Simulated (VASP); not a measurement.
# TiTe2: structure and properties in VASP, part 3 of 6

What structure does TiTe2 take at this level, and what are its properties? The start is a cell from a database of measured crystal structures.

VASP 6.6.1; MS2, no spin polarisation; plane waves and PAW (Te, Ti_sv).

Still holding for the runs below: This run has no spin polarisation, although Ti can carry a moment. The k-mesh is coarse for a metal.

So far. Step 2 (Relaxing cell and atoms (MS2)): It ends with a largest force of 0.006 eV/Å and a pressure of 0.00 GPa. The volume lies -2.0 % from that of the database's start, which holds the thermal and zero-point expansion of its experiment. Step 3 (Second relaxation): It ends with a largest force of 0.006 eV/Å and a pressure of 0.00 GPa. The volume moved by only 0.08 %, so the volume is settled.

## (4) Single point with fields (MS2)

A single point on the relaxed cell gives a clean self-consistent state, with density, ELF and potential written out.

INCAR

```
SYSTEM = TiTe2
PREC = Accurate
ENCUT = 400
EDIFF = 1E-06
NELM = 100
ISMEAR = 0
SIGMA = 0.05
LREAL = .FALSE.
ALGO = Normal
METAGGA = MS2
LASPH = .TRUE.
LORBIT = 11
LWAVE = .FALSE.
LCHARG = .TRUE.
ISIF = 2
LELF = .TRUE.
LVHAR = .TRUE.
```

POSCAR

```
TiTe2
1.0
    3.7546070291      0.0000000000      0.0000000000
   -1.8773035146      3.2515850685      0.0000000000
    0.0000000000      0.0000000000      6.4464349873
Te Ti
2 1
Direct
    0.3333333333      0.6666666667      0.7366472200
    0.6666666667      0.3333333333      0.2633527800
    0.0000000000      0.0000000000      0.0000000000
```

KPOINTS

```
Automatic mesh
0
Gamma
7 7 4
0 0 0
```

PAW data sets: Te and Ti_sv (PBE family, release 64).

The run is started by

```bash
$ mpirun -np 1 vasp_std
```

Log:

```text
[... set-up lines as in an earlier step ...]
 entering main loop
       N       E                     dE             d eps       ncg     rms          rms(c)
DAV:   1     0.134673665216E+03    0.13467E+03   -0.89491E+03   904   0.109E+03
DAV:   2    -0.162251107874E+02   -0.15090E+03   -0.14942E+03   984   0.297E+02
DAV:   3    -0.291127082942E+02   -0.12888E+02   -0.12612E+02  1448   0.804E+01
DAV:   4    -0.294075058338E+02   -0.29480E+00   -0.29455E+00  1144   0.130E+01
DAV:   5    -0.294179031234E+02   -0.10397E-01   -0.10397E-01  1424   0.215E+00    0.161E+01
DAV:   6    -0.139750714934E+02    0.15443E+02   -0.55015E+01  1232   0.573E+01    0.109E+01
DAV:   7    -0.132205200601E+02    0.75455E+00   -0.35849E+01  1152   0.302E+01    0.659E+00
DAV:   8    -0.127401639426E+02    0.48036E+00   -0.67813E+00  1192   0.161E+01    0.435E+00
DAV:   9    -0.126038045447E+02    0.13636E+00   -0.21630E+00  1064   0.164E+01    0.782E-01
DAV:  10    -0.125578031316E+02    0.46001E-01   -0.34877E-01  1040   0.662E+00    0.917E-01
DAV:  11    -0.125578710007E+02   -0.67869E-04   -0.40981E-02  1056   0.231E+00    0.476E-01
DAV:  12    -0.125609063273E+02   -0.30353E-02   -0.41814E-03  1288   0.639E-01    0.461E-01
DAV:  13    -0.125668571768E+02   -0.59508E-02   -0.14457E-02  1416   0.804E-01    0.239E-01
DAV:  14    -0.125668601292E+02   -0.29524E-05   -0.42959E-03  1248   0.609E-01    0.161E-01
DAV:  15    -0.125667311823E+02    0.12895E-03   -0.13987E-03  1128   0.386E-01    0.185E-01
DAV:  16    -0.125673385226E+02   -0.60734E-03   -0.30381E-04  1336   0.120E-01    0.138E-01
DAV:  17    -0.125676242639E+02   -0.28574E-03   -0.73022E-05  1456   0.577E-02    0.128E-01
DAV:  18    -0.125683008155E+02   -0.67655E-03   -0.94456E-04  1456   0.213E-01    0.845E-02
DAV:  19    -0.125683661400E+02   -0.65325E-04   -0.20751E-04  1184   0.125E-01    0.558E-02
DAV:  20    -0.125685171118E+02   -0.15097E-03   -0.34800E-04  1136   0.157E-01    0.537E-02
DAV:  21    -0.125685868217E+02   -0.69710E-04   -0.48512E-05   968   0.778E-02    0.376E-02
DAV:  22    -0.125687362587E+02   -0.14944E-03   -0.24225E-04  1504   0.115E-01    0.297E-02
DAV:  23    -0.125687871040E+02   -0.50845E-04   -0.18449E-05  1024   0.441E-02    0.103E-02
DAV:  24    -0.125688193915E+02   -0.32288E-04   -0.32523E-05  1352   0.463E-02    0.851E-03
DAV:  25    -0.125688305605E+02   -0.11169E-04   -0.43919E-06   936   0.224E-02    0.227E-03
DAV:  26    -0.125688426845E+02   -0.12124E-04   -0.72537E-06  1144   0.220E-02    0.130E-03
DAV:  27    -0.125688430999E+02   -0.41545E-06   -0.21858E-06   768   0.150E-02
   1 F= -.12568843E+02 E0= -.12568077E+02  d E =-.153232E-02
```

The job ended after 1.9 min (1 MPI rank of Intel Xeon Platinum 8488C (Sapphire Rapids), shared host; peak memory 0.18 GiB).

Parts of OUTCAR (step 4):

```text
  LATTYP: Found a hexagonal cell.
 ALAT       =     3.7546070291
 C/A-ratio  =     1.7169399986

The static configuration has the point symmetry D_3d.

 Found     28 irreducible k-points:

   ENCUT  =  400.0 eV  29.40 Ry    5.42 a.u.   6.12  6.12 10.51*2*pi/ulx,y,z

   NELECT =      24.0000    total number of electrons

 E-fermi :   7.0972

 k-point     1 :       0.0000    0.0000    0.0000
  band No.  band energies     occupation
    ...
      5      -5.6028      2.00000
      6      -3.9624      2.00000
      7       1.5372      2.00000
      8       5.2217      2.00000
      9       5.2218      2.00000
     10       7.5348      0.00000
     11       7.5348      0.00000
     12       7.5593      0.00000
     13       7.6052      0.00000
     14       8.1130      0.00000
    ...

 k-point     2 :       0.1429    0.0000    0.0000
  band No.  band energies     occupation
    ...
      7       1.8194      2.00000
      8       4.6817      2.00000
      9       5.2436      2.00000
     10       6.1050      2.00000
     11       6.8930      2.00000
     12       7.3102      0.00000
     13       7.4713      0.00000
     14       8.2321      0.00000
     15       8.4377      0.00000
     16       9.8581      0.00000

  Total       -0.0034797     -0.0034797      0.0055369      0.0000000      0.0000000     -0.0000000
  in kB       -0.0708392     -0.0708392      0.1127193      0.0000000      0.0000000     -0.0000000
  external PRESSURE =      -0.0096531 kB  Pullay stress =       0.0000000 kB

  energy-cutoff  :      400.00
  volume of cell :       78.70
      direct lattice vectors                 reciprocal lattice vectors
     3.754607029  0.000000000  0.000000000     0.266339458  0.153771158  0.000000000
    -1.877303515  3.251585068  0.000000000     0.000000000  0.307542315  0.000000000
     0.000000000  0.000000000  6.446434987     0.000000000  0.000000000  0.155124499

 POSITION                                       TOTAL-FORCE (eV/Angst)
 -----------------------------------------------------------------------------------
     -0.00000      2.16772      4.74875        -0.000000     -0.000000     -0.006255
      1.87730      1.08386      1.69769         0.000000      0.000000      0.006255
      0.00000      0.00000      0.00000         0.000000      0.000000      0.000000
 -----------------------------------------------------------------------------------
    total drift:                               -0.000000      0.000000     -0.000000

  FREE ENERGIE OF THE ION-ELECTRON SYSTEM (eV)
  ---------------------------------------------------
  free  energy   TOTEN  =       -12.5688430999 eV

  energy  without entropy=      -12.5673107830  energy(sigma->0) =      -12.56807694

[... 5 parts as in an earlier step ...]

[... 6 further parts left out ...]
```

Numbers from this step:

- SCF cycles: 27
- pressure: -9.65e-4 GPa

Valence electrons inside each PAW sphere by angular momentum. Sphere charges, by row:

```
atom  s (e)  p (e)  d (e)  tot (e)
 Te1  1.394  2.033  0.042     3.47
 Te2  1.394  2.033  0.042     3.47
 Ti3  2.169  6.138  1.823    10.13
```

Electrostatic potential energy in the ac plane at fractional y = 0.000, with atoms of Ti within 0.2 Å of it. With pseudopotentials it is smooth inside the atoms' cores, unlike the true potential.

Values in eV, 24 rows by 14 columns, each cell a mean:
```
-60 -59 -46 -20  -5  -1   2   2   1  -1  -7 -29 -50 -59
-54 -48 -33 -12  -3   0   1   1   1  -1  -4 -18 -37 -50
-32 -26 -15  -5  -2   0   0   0   0  -1  -2  -7 -18 -28
 -8  -6  -3  -2  -1  -2  -2  -3  -2  -1  -1  -2  -4  -7
 -2  -1   0   0  -1  -3  -4  -5  -4  -2  -1   0  -1  -1
  2   2   2   1  -1  -4  -6  -8  -6  -3  -1   1   2   2
  3   3   3   1  -1  -4  -6  -7  -5  -3  -1   2   3   3
  4   4   3   2   0  -2  -4  -5  -4  -2   0   2   3   4
  4   4   4   3   1   0  -2  -2  -1   0   2   3   4   4
  4   4   4   3   3   2   1   1   1   2   3   4   4   4
  4   4   4   4   3   3   2   2   3   3   3   4   4   4
  4   4   4   4   4   3   3   3   3   3   4   4   4   4
  4   4   4   4   4   3   3   3   3   3   4   4   4   4
  4   4   4   3   3   2   1   1   2   2   3   4   4   4
  4   4   4   3   2   0  -1  -1  -1   1   2   3   4   4
  4   4   3   2   0  -2  -3  -4  -3  -1   1   3   3   4
  3   3   3   1  -1  -4  -6  -7  -5  -3  -1   2   3   3
  2   2   2   1  -1  -4  -7  -8  -6  -3  -1   1   2   2
  0   0   0   0  -1  -3  -5  -6  -4  -3  -1   0   0   0
 -6  -5  -3  -1  -1  -2  -3  -3  -3  -2  -1  -2  -3  -5
-24 -19 -10  -3  -2  -1  -1  -1  -1  -1  -2  -5 -12 -20
-49 -43 -28 -10  -3   0   1   1   1  -1  -3 -15 -32 -45
-60 -57 -43 -19  -5  -1   2   2   1  -1  -6 -27 -48 -59
-60 -60 -49 -24  -6  -1   2   2   1  -2  -8 -32 -54 -60
```
Columns run along a (3.8 Å; values clipped at the 3rd and 97th percentile), rows up along c (6.4 Å). Atoms in or near the plane, at fractional coordinates: Ti at (0.00, 0.00).

Valence density in the ac plane at fractional y = 0.000, with atoms of Ti within 0.2 Å of it. It is the smooth field of the valence electrons, not physical close to the nuclei.

Ten steps, logarithmic in the rise over the least value, from '0' (0 e/Å³) to '9' (14 e/Å³), each cell a mean:
```
98632111112479
77531111112357
54322222222234
22222222222222
11112222222111
11112222222111
00112222221110
00011222221100
00001112111000
00000111110000
00000011100000
00000000000000
00000001000000
00000111110000
00001111111000
00011222211100
00112222221110
01112222222111
11112222222111
11122222222111
33222222222223
76421111112356
98632111112478
99742111112579
```
Columns run along a (3.8 Å), rows up along c (6.4 Å). Atoms in or near the plane, at fractional coordinates: Ti at (0.00, 0.00).

ELF in the ac plane at fractional y = 0.000, with atoms of Ti within 0.2 Å of it. It is the smooth field of the valence electrons, not physical close to the nuclei.

Ten even steps from '_' (0.01) to '@' (0.96), each cell a mean:
```
@@%%++::__..------..__::**%%
**++--....--++++==--..::==**
::::..::--++******++--..::::
____..--**##########++::..__
__..::++########%%####==::__
....--**##%%%%%%%%####++--..
....--++####%%%%%%####==::..
__..::==**##%%%%%%##**==::..
____..--++**######**++::..__
______::--++++**++==--..____
________..::::--::::..______
__________..........________
________....::::::....______
______..::==++++==--::..____
____..--++**######**==::..__
__..::==**##%%%%%%##**--....
....--++####%%%%%%##**==::..
....--**##%%%%%%%%####++--..
__..--++##%%%%%%%%####++::..
____..==**##########**--..__
......::==**######**==......
++==--..::==++++++--..::--++
@@%%++....::--==--....::++%%
@@@@**::__..::--::..__--##@@
```
Columns run along a (3.8 Å), rows up along c (6.4 Å). Atoms in or near the plane, at fractional coordinates: Ti at (0.00, 0.00).

In this run the pressure is 0.00 GPa, small enough to go on.

## (5) Bands along the symmetry lines (MS2)

Levels along the symmetry lines show where the bands peak and cross; KPOINTS_OPT computes them in the converged potential.

INCAR, as its differences from that of step 4:

```diff
@@ -13,5 +13,2 @@
 LWAVE = .FALSE.
-LCHARG = .TRUE.
-ISIF = 2
-LELF = .TRUE.
-LVHAR = .TRUE.
+LCHARG = .FALSE.
```

POSCAR is that of step 4.

KPOINTS is that of step 4.

KPOINTS_OPT

```
Line mode
16
Line-mode
Reciprocal
  0.00000000   0.00000000   0.00000000 GAMMA
  0.50000000   0.00000000   0.00000000 M

  0.50000000   0.00000000   0.00000000 M
  0.33333333   0.33333333   0.00000000 K

  0.33333333   0.33333333   0.00000000 K
  0.00000000   0.00000000   0.00000000 GAMMA

  0.00000000   0.00000000   0.00000000 GAMMA
  0.00000000   0.00000000   0.50000000 A

  0.00000000   0.00000000   0.50000000 A
  0.50000000   0.00000000   0.50000000 L

  0.50000000   0.00000000   0.50000000 L
  0.33333333   0.33333333   0.50000000 H

  0.33333333   0.33333333   0.50000000 H
  0.00000000   0.00000000   0.50000000 A

  0.50000000   0.00000000   0.50000000 L
  0.50000000   0.00000000   0.00000000 M

  0.33333333   0.33333333   0.00000000 K
  0.33333333   0.33333333   0.50000000 H
```

The run is started by

```bash
$ mpirun -np 1 vasp_std
```

Log:

```text
[... set-up lines as in an earlier step ...]
 entering main loop
       N       E                     dE             d eps       ncg     rms          rms(c)
[... 27 cycles as in an earlier step ...]
   1 F= -.12568843E+02 E0= -.12568077E+02  d E =-.153232E-02
 Start KPOINTS_OPT (optional k-point list driver)
k-point batch [1-28\144]
       N       E                     dE             ncg
DAV:   1    -0.184785971582E+04   -0.16607E+05      904
DAV:   2    -0.627258595235E+04   -0.44247E+04     1064
DAV:   3    -0.658677196811E+04   -0.31419E+03     1440
DAV:   4    -0.659512780055E+04   -0.83558E+01     1088
DAV:   5    -0.659546197171E+04   -0.33417E+00     1376
DAV:   6    -0.659546438610E+04   -0.24144E-02     1128
DAV:   7    -0.659546444726E+04   -0.61157E-04     1480
DAV:   8    -0.659546444769E+04   -0.43442E-06      864
[...]
k-point batch [141-144\144]
       N       E                     dE             ncg
DAV:   1     0.175024799531E+05   -0.33238E+04      128
DAV:   2     0.168867825203E+05   -0.61570E+03      128
DAV:   3     0.168320443316E+05   -0.54738E+02      216
DAV:   4     0.168312940181E+05   -0.75031E+00      136
DAV:   5     0.168312707715E+05   -0.23247E-01      216
DAV:   6     0.168312706740E+05   -0.97543E-04      136
DAV:   7     0.168312706711E+05   -0.28094E-05      216
DAV:   8     0.168312706711E+05   -0.19470E-07       96
```

It took 3.7 min on 1 MPI rank; peak memory 0.19 GiB.

Parts of OUTCAR (step 5):

```text
   NELECT =      24.0000    total number of electrons

 E-fermi :   7.0972

[... 20 parts as in an earlier step ...]

[... 2 further parts left out ...]
```

Spin-orbit coupling is off here; with elements this heavy it splits and shifts levels by tenths of an eV or more.

Electronic bands along the path, in eV, zero at the Fermi level; # counts the bands kept:

```
          point     #3     #4     #5     #6     #7    #8
              Γ  -1.88   0.44   0.44   0.46   0.51  1.02
0.47 of the way  -2.34  -1.85  -0.69  -0.51   0.26  1.31
              M  -2.98  -2.59  -1.96  -1.31   0.03  1.31
0.47 of the way  -2.94  -2.70  -2.47  -2.16   0.83  1.33
              K  -3.93  -2.60  -2.56  -2.56   1.17  1.58
0.47 of the way  -3.19  -2.24  -1.81  -0.90   0.55  1.53
              Γ  -1.88   0.44   0.44   0.46   0.51  1.02
0.47 of the way  -1.84  -1.00   0.43   0.43   0.86  0.86
              A  -1.80  -1.80   0.43   0.43   0.69  0.69
0.47 of the way  -2.25  -1.87  -1.63  -0.63   0.36  1.52
              L  -2.63  -2.24  -1.12  -0.76  -0.28  1.30
0.47 of the way  -2.79  -2.72  -1.86  -1.44   0.40  1.34
              H  -3.96  -3.50  -1.89  -1.89   1.11  1.11
0.47 of the way  -2.31  -1.95  -1.88  -1.67   0.78  1.08
              A  -1.80  -1.80   0.43   0.43   0.69  0.69
      jump to L  -2.63  -2.24  -1.12  -0.76  -0.28  1.30
0.47 of the way  -2.80  -2.14  -1.77  -0.99  -0.06  1.30
              M  -2.98  -2.59  -1.96  -1.31   0.03  1.31
      jump to K  -3.93  -2.60  -2.56  -2.56   1.17  1.58
0.47 of the way  -4.15  -2.92  -2.23  -2.23   1.17  1.31
              H  -3.96  -3.50  -1.89  -1.89   1.11  1.11
```

Of the projections kept (Te, Ti), the largest for each band there; the rest of the weight can lie on other orbitals:

```
point       #3       #4       #5       #6       #7       #8
    Γ  Ti 0.60  Ti 0.98  Ti 0.98  Ti 0.93  Te 0.97  Te 0.97
    M  Te 0.90  Te 0.57  Ti 0.55  Te 0.92  Ti 0.82  Ti 1.00
    K  Te 0.71  Te 0.88  Te 0.73  Te 0.73  Ti 0.97  Ti 0.89
    Γ  Ti 0.60  Ti 0.98  Ti 0.98  Ti 0.93  Te 0.97  Te 0.97
    A  Ti 0.62  Ti 0.62  Ti 0.97  Ti 0.97  Te 0.97  Te 0.97
    L  Te 0.59  Te 0.51  Te 0.92  Te 0.91  Ti 0.91  Ti 0.99
```

The electronic bands as a text plot (rows in eV):

```
    1.4 |   ****************         *********        *  ******
    1.1 |***        ****    ****    *         **** *** *     ****
    0.8 |          *    *      *****          *  *****  *
    0.5 |**       *      *************       *        ***
    0.2 |* ****  *          ****   *  **    *           *
   -0.1 | **   **            *      *   ** *           *  ***
   -0.4 | **               *         *    *              *
   -0.6 |   *             * *   *   * *****           *  *
   -0.9 |    **             *              *              *
   -1.2 |  *   **        * *             ****        **  * **
   -1.5 |     *  *      * *          ****   **      ***   *
   -1.8 |*********     *   *************     ******** ***   *   *
   -2.1 | *       **    **** *        * ****  *    * *   ***   *
   -2.4 |  **   * ****** *  *     *    ***  *     ***       ***
   -2.7 |    *   *  *** * *               ****           **  **
   -3.0 |   *   ****   *   *       **        *   *     **  **  *
   -3.3 |    **        *  *        ****       * **  *****       *
   -3.6 |      *    *   **        *    *       *     *
   -3.9 |       **********            **       **  **       **  *
   -4.2 |     *                         *      *  **       *  ***
   -4.5 |    *       ***  *      *      **   ** ***       *  **
   -4.8 |   *  *   **      *             **** *          *
   -5.1 |  *    ***         *   *           **              *
   -5.4 |**                  ***          **             ***
         Γ       M   K        Γ   A        L   H       A|L M|K  H
```

There is no gap at this level.

[end of part 3 of 6]

[Lines on the potential files, build, host, timing and source positions are cut from VASP's logs without a mark.]

[Logs are printed without paths, hosts, clocks, repeated set-up lines and the standing remarks that a program may print on its own settings, such as how far it seeks lower states.]

[Hosts, paths, dates, database ids (printed as entryN), source tags and the programs' standing remarks are cut or masked in the printed files.]

[A measured line is paired with the nearest computed mode of its activity, which favours agreement.]
